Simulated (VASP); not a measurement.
```yaml
crystal:
  lattice:
    - [-1.62119, 1.62119, 1.62119]
    - [1.62119, -1.62119, 1.62119]
    - [1.62119, 1.62119, -1.62119]
  atoms:
    - { symbol: Nb, position: [0.00000, 0.00000, 0.00000] }
```

Level of theory: LDA (Ceperley-Alder, Perdew-Zunger) with spin-orbit coupling, VASP's LDA PAW potentials (set 64) (plane waves; VASP 6.6.1). Settings: 400 eV cut-off, 14×14×14 Γ-centred mesh, Gaussian smearing of 0.050 eV, potentials Nb_sv.

**Question.** Give the energies of bands 9 to 19 at the high-symmetry points, in eV from the Fermi level.

**Answer.** 
```
band      Γ      H      N      P
----  -----  -----  -----  -----
9     -6.02  -4.10  -3.99  -1.26
10    -6.02  -4.10  -3.99  -1.26
11     0.26  -4.10  -1.88  -1.08
12     0.26  -4.10  -1.88  -1.08
13     0.26   5.93   2.61  -1.08
14     0.26   5.93   2.61  -1.08
15     0.37   5.93   3.45   4.33
16     0.37   5.93   3.45   4.33
17     3.39   6.10   4.18   4.33
18     3.39   6.10   4.18   4.33
19     3.39   9.09   6.84   9.93
```

It has no gap at this level: it comes out as a metal or semimetal.

The compound is Nb in the bcc structure. It was relaxed first, which changed the volume by -5 %.
